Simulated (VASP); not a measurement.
OSZICAR of a VASP run on TaAs (relaxed from the CrB structure, space group Cmcm):

### OSZICAR
```
...
DAV:   5    -0.127982534161E+03   -0.92707E-02   -0.47041E-02  4544   0.163E+00    0.285E-01
DAV:   6    -0.127988166294E+03   -0.56321E-02   -0.12773E-02  4428   0.826E-01    0.130E-01
DAV:   7    -0.127989378747E+03   -0.12125E-02   -0.13979E-03  4492   0.313E-01    0.345E-02
DAV:   8    -0.127989440839E+03   -0.62092E-04   -0.26052E-04  4996   0.125E-01    0.188E-02
DAV:   9    -0.127989481468E+03   -0.40630E-04   -0.11066E-04  4380   0.955E-02    0.490E-03
DAV:  10    -0.127989500637E+03   -0.19169E-04   -0.16169E-05  4608   0.361E-02    0.197E-03
DAV:  11    -0.127989500283E+03    0.35383E-06   -0.97345E-07  2888   0.844E-03
   2 F= -.12798950E+03 E0= -.12798940E+03  d E =0.722281E-02
       N       E                     dE             d eps       ncg     rms          rms(c)
DAV:   1    -0.128134448720E+03   -0.14495E+00   -0.47123E+00  4064   0.206E+01    0.269E+00
DAV:   2    -0.128040732968E+03    0.93716E-01   -0.24606E-01  4224   0.428E+00    0.113E+00
DAV:   3    -0.128024415968E+03    0.16317E-01   -0.84119E-02  5276   0.226E+00    0.355E-01
DAV:   4    -0.128021426874E+03    0.29891E-02   -0.23532E-02  5096   0.931E-01    0.159E-01
DAV:   5    -0.128022795696E+03   -0.13688E-02   -0.94053E-03  4492   0.749E-01    0.156E-01
DAV:   6    -0.128023833614E+03   -0.10379E-02   -0.36400E-03  4416   0.455E-01    0.603E-02
DAV:   7    -0.128024407132E+03   -0.57352E-03   -0.58498E-04  4412   0.201E-01    0.180E-02
DAV:   8    -0.128024416409E+03   -0.92769E-05   -0.84825E-05  4584   0.785E-02    0.843E-03
DAV:   9    -0.128024439058E+03   -0.22649E-04   -0.35916E-05  4412   0.577E-02    0.201E-03
DAV:  10    -0.128024442332E+03   -0.32739E-05   -0.28365E-06  3776   0.148E-02    0.132E-03
DAV:  11    -0.128024442314E+03    0.18411E-07   -0.27097E-07  2436   0.461E-03
   3 F= -.12802444E+03 E0= -.12802422E+03  d E =-.277192E-01
       N       E                     dE             d eps       ncg     rms          rms(c)
DAV:   1    -0.128032015377E+03   -0.75730E-02   -0.56618E+00  4000   0.202E+01    0.973E-01
DAV:   2    -0.128046211476E+03   -0.14196E-01   -0.36260E-01  4368   0.514E+00    0.496E-01
DAV:   3    -0.128043599618E+03    0.26119E-02   -0.24949E-02  5048   0.125E+00    0.169E-01
DAV:   4    -0.128045427877E+03   -0.18283E-02   -0.49203E-03  4844   0.479E-01    0.100E-01
DAV:   5    -0.128045163087E+03    0.26479E-03   -0.10975E-03  4544   0.269E-01    0.655E-02
DAV:   6    -0.128045562026E+03   -0.39894E-03   -0.73274E-04  4636   0.222E-01    0.325E-02
DAV:   7    -0.128045659236E+03   -0.97209E-04   -0.15192E-04  4436   0.109E-01    0.979E-03
DAV:   8    -0.128045673844E+03   -0.14608E-04   -0.34218E-05  4448   0.543E-02    0.275E-03
DAV:   9    -0.128045682207E+03   -0.83635E-05   -0.55654E-06  4304   0.219E-02    0.124E-03
DAV:  10    -0.128045682263E+03   -0.56122E-07   -0.30481E-07  2544   0.485E-03
   4 F= -.12804568E+03 E0= -.12804582E+03  d E =-.212399E-01
       N       E                     dE             d eps       ncg     rms          rms(c)
DAV:   1    -0.128045411494E+03    0.27071E-03   -0.88556E-01  4000   0.800E+00    0.391E-01
DAV:   2    -0.128047777302E+03   -0.23658E-02   -0.57599E-02  4400   0.205E+00    0.199E-01
DAV:   3    -0.128047371481E+03    0.40582E-03   -0.39338E-03  5020   0.499E-01    0.675E-02
DAV:   4    -0.128047647252E+03   -0.27577E-03   -0.75066E-04  4844   0.188E-01    0.403E-02
DAV:   5    -0.128047603290E+03    0.43962E-04   -0.16985E-04  4548   0.106E-01    0.261E-02
DAV:   6    -0.128047666683E+03   -0.63392E-04   -0.11787E-04  4656   0.895E-02    0.130E-02
DAV:   7    -0.128047683970E+03   -0.17287E-04   -0.25044E-05  4440   0.444E-02    0.386E-03
DAV:   8    -0.128047686236E+03   -0.22666E-05   -0.56502E-06  4220   0.221E-02    0.112E-03
DAV:   9    -0.128047687710E+03   -0.14733E-05   -0.80317E-07  2476   0.851E-03    0.473E-04
DAV:  10    -0.128047687700E+03    0.97893E-08   -0.79945E-08  2340   0.217E-03
   5 F= -.12804769E+03 E0= -.12804794E+03  d E =-.232454E-01
       N       E                     dE             d eps       ncg     rms          rms(c)
DAV:   1    -0.128049672118E+03   -0.19844E-02   -0.19904E+00  4000   0.120E+01    0.617E-01
DAV:   2    -0.128059219692E+03   -0.95476E-02   -0.13820E-01  4284   0.313E+00    0.272E-01
DAV:   3    -0.128058669624E+03    0.55007E-03   -0.60877E-03  5416   0.638E-01    0.121E-01
DAV:   4    -0.128058631692E+03    0.37932E-04   -0.12870E-03  4788   0.244E-01    0.584E-02
DAV:   5    -0.128058721898E+03   -0.90206E-04   -0.34399E-04  4524   0.157E-01    0.367E-02
DAV:   6    -0.128058715402E+03    0.64964E-05   -0.25057E-04  4484   0.131E-01    0.168E-02
DAV:   7    -0.128058821112E+03   -0.10571E-03   -0.60814E-05  4388   0.680E-02    0.301E-03
DAV:   8    -0.128058821158E+03   -0.46319E-07   -0.30986E-06  3820   0.155E-02
   6 F= -.12805882E+03 E0= -.12805918E+03  d E =-.111335E-01
       N       E                     dE             d eps       ncg     rms          rms(c)
DAV:   1    -0.128057471224E+03    0.13499E-02   -0.72089E-01  4000   0.723E+00    0.367E-01
DAV:   2    -0.128061041430E+03   -0.35702E-02   -0.50292E-02  4260   0.189E+00    0.162E-01
DAV:   3    -0.128060853388E+03    0.18804E-03   -0.22380E-03  5444   0.385E-01    0.729E-02
DAV:   4    -0.128060841493E+03    0.11895E-04   -0.44271E-04  4732   0.143E-01    0.359E-02
DAV:   5    -0.128060869171E+03   -0.27679E-04   -0.11907E-04  4524   0.931E-02    0.218E-02
DAV:   6    -0.128060864120E+03    0.50517E-05   -0.90084E-05  4492   0.787E-02    0.101E-02
DAV:   7    -0.128060903260E+03   -0.39140E-04   -0.21501E-05  4380   0.404E-02    0.200E-03
DAV:   8    -0.128060903340E+03   -0.80502E-07   -0.10126E-06  2872   0.899E-03
   7 F= -.12806090E+03 E0= -.12806120E+03  d E =-.132156E-01
       N       E                     dE             d eps       ncg     rms          rms(c)
DAV:   1    -0.128075990042E+03   -0.15087E-01   -0.68978E-01  4028   0.752E+00    0.892E-01
DAV:   2    -0.128063307910E+03    0.12682E-01   -0.41207E-02  4256   0.162E+00    0.401E-01
DAV:   3    -0.128061370316E+03    0.19376E-02   -0.10227E-02  5284   0.778E-01    0.122E-01
DAV:   4    -0.128061003379E+03    0.36694E-03   -0.24423E-03  5028   0.301E-01    0.591E-02
DAV:   5    -0.128061118305E+03   -0.11493E-03   -0.94133E-04  4428   0.240E-01    0.523E-02
DAV:   6    -0.128061248145E+03   -0.12984E-03   -0.41084E-04  4448   0.152E-01    0.219E-02
DAV:   7    -0.128061309265E+03   -0.61120E-04   -0.78299E-05  4288   0.738E-02    0.530E-03
DAV:   8    -0.128061313423E+03   -0.41571E-05   -0.17607E-05  4452   0.362E-02    0.320E-03
DAV:   9    -0.128061317307E+03   -0.38842E-05   -0.50203E-06  3920   0.212E-02    0.100E-03
DAV:  10    -0.128061317514E+03   -0.20712E-06   -0.22836E-07  2284   0.439E-03
   8 F= -.12806132E+03 E0= -.12806160E+03  d E =-.414174E-03
       N       E                     dE             d eps       ncg     rms          rms(c)
DAV:   1    -0.128065416020E+03   -0.40987E-02   -0.14326E-01  4032   0.344E+00    0.405E-01
DAV:   2    -0.128062781458E+03    0.26346E-02   -0.84843E-03  4260   0.738E-01    0.183E-01
DAV:   3    -0.128062371861E+03    0.40960E-03   -0.21388E-03  5288   0.355E-01    0.553E-02
DAV:   4    -0.128062289360E+03    0.82501E-04   -0.52565E-04  5020   0.139E-01    0.264E-02
DAV:   5    -0.128062311463E+03   -0.22104E-04   -0.20552E-04  4448   0.111E-01    0.235E-02
DAV:   6    -0.128062338999E+03   -0.27536E-04   -0.80282E-05  4452   0.671E-02    0.105E-02
DAV:   7    -0.128062347294E+03   -0.82948E-05   -0.14125E-05  4304   0.316E-02    0.246E-03
DAV:   8    -0.128062348587E+03   -0.12931E-05   -0.38851E-06  3620   0.169E-02    0.148E-03
DAV:   9    -0.128062349623E+03   -0.10361E-05   -0.87501E-07  2320   0.853E-03    0.533E-04
DAV:  10    -0.128062349751E+03   -0.12797E-06   -0.69892E-08  2120   0.201E-03
   9 F= -.12806235E+03 E0= -.12806263E+03  d E =-.144641E-02
       N       E                     dE             d eps       ncg     rms          rms(c)
DAV:   1    -0.128063035741E+03   -0.68612E-03   -0.23075E-01  4000   0.390E+00    0.309E-01
DAV:   2    -0.128062708989E+03    0.32675E-03   -0.13609E-02  4572   0.961E-01    0.142E-01
DAV:   3    -0.128062430034E+03    0.27896E-03   -0.15552E-03  4760   0.317E-01    0.389E-02
DAV:   4    -0.128062490935E+03   -0.60901E-04   -0.32334E-04  4916   0.118E-01    0.233E-02
DAV:   5    -0.128062483901E+03    0.70343E-05   -0.69785E-05  4472   0.678E-02    0.156E-02
DAV:   6    -0.128062502507E+03   -0.18607E-04   -0.47025E-05  4644   0.562E-02    0.650E-03
DAV:   7    -0.128062509362E+03   -0.68550E-05   -0.99555E-06  4440   0.289E-02    0.235E-03
DAV:   8    -0.128062510606E+03   -0.12436E-05   -0.13031E-06  2472   0.108E-02    0.698E-04
DAV:   9    -0.128062510660E+03   -0.53729E-07   -0.26735E-07  2224   0.427E-03
  10 F= -.12806251E+03 E0= -.12806279E+03  d E =-.160908E-03
       N       E                     dE             d eps       ncg     rms          rms(c)
DAV:   1    -0.128062865472E+03   -0.35487E-03   -0.45284E-02  4000   0.172E+00    0.137E-01
DAV:   2    -0.128062804094E+03    0.61378E-04   -0.26658E-03  4560   0.425E-01    0.628E-02
DAV:   3    -0.128062750587E+03    0.53508E-04   -0.30937E-04  4760   0.141E-01    0.172E-02
DAV:   4    -0.128062764503E+03   -0.13917E-04   -0.63362E-05  4892   0.521E-02    0.104E-02
DAV:   5    -0.128062763914E+03    0.58987E-06   -0.13516E-05  4464   0.297E-02    0.706E-03
DAV:   6    -0.128062768565E+03   -0.46510E-05   -0.93907E-06  4652   0.250E-02    0.287E-03
DAV:   7    -0.128062770151E+03   -0.15865E-05   -0.19096E-06  2796   0.129E-02    0.892E-04
DAV:   8    -0.128062770489E+03   -0.33835E-06   -0.34366E-07  2168   0.516E-03
  11 F= -.12806277E+03 E0= -.12806305E+03  d E =-.420738E-03
```

Q: Which electronic solver shows in the log?

A: It is blocked Davidson (ALGO = Normal, or the opening steps of other solvers). The INCAR had ALGO = Normal.

Q: Can the final energy be trusted as converged?

A: The run converged. It stopped with EDIFF = 1E-6, NELM = 100, NSW = 60 and EDIFFG = -0.02 after 11 ionic steps (r2SCAN meta-GGA, plane waves, VASP's PBE PAW potentials (set 64)). Energy and stress use the plane-wave basis of the starting cell.

The structure was generated: TaAs was put into the CrB type (Cmcm), which need not be its known phase. This run relaxes it. Symmetry was kept, so distortions that lower it aren't found. The start is the result of an earlier pass.
